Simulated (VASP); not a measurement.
These are PBEsol GGA, VASP's PBE PAW potentials (set 64) (plane waves; VASP) values and carry that method's errors.

VASP input:

**INCAR**
```
ALGO=Normal
EDIFF=1E-7
ENCUT=400
GGA=PS
ISIF=2
ISMEAR=-5
LASPH=.True.
LCHARG=.True.
LMAXMIX=4
LORBIT=11
LREAL=.False.
LWAVE=.False.
NEDOS=601
NELM=100
PREC=Accurate
SYSTEM=Br
```

### KPOINTS
```
Automatic mesh
0
Gamma
14 14 14
0 0 0
```

### POSCAR
```
Br
1
    3.0193035312     0.0000000000     0.0000000000
    0.0000000000     3.0193035312     0.0000000000
    0.0000000000     0.0000000000     3.0193035312
Br
1
Direct
  0.0000000000   0.0000000000   0.0000000000
```

POTCAR, in this order: Br (PBE.64 set). Program: vasp_std.

Question: Estimate the energy per atom (σ→0), band gap (on the k-mesh).

Answer: 
The energy per atom (σ→0) is -1.470 eV/atom and the band gap (on the k-mesh) is none (metal, semimetal or under 0.01 eV).

**OSZICAR**
```
...
DAV:   5    -0.146823559588E+01   -0.23850E-05   -0.23991E-05  2086   0.311E-02    0.629E+00
DAV:   6    -0.146888085073E+01   -0.64525E-03   -0.10793E-03  2184   0.254E-01    0.383E+00
DAV:   7    -0.146960190327E+01   -0.72105E-03   -0.17299E-03  1799   0.336E-01    0.449E-02
DAV:   8    -0.146958499611E+01    0.16907E-04   -0.86480E-05  2317   0.623E-02    0.918E-03
DAV:   9    -0.146958718991E+01   -0.21938E-05   -0.36861E-06  2072   0.148E-02    0.403E-03
DAV:  10    -0.146958841328E+01   -0.12234E-05   -0.12171E-06  1918   0.813E-03    0.419E-03
DAV:  11    -0.146958848772E+01   -0.74441E-07   -0.97456E-08  2240   0.222E-03
   1 F= -.14695885E+01 E0= -.14695885E+01  d E =0.000000E+00
```

The structure was generated: Br was put into the simple-cubic type (Pm-3m), which need not be its known phase. It was relaxed first, which changed the volume by -7 %.
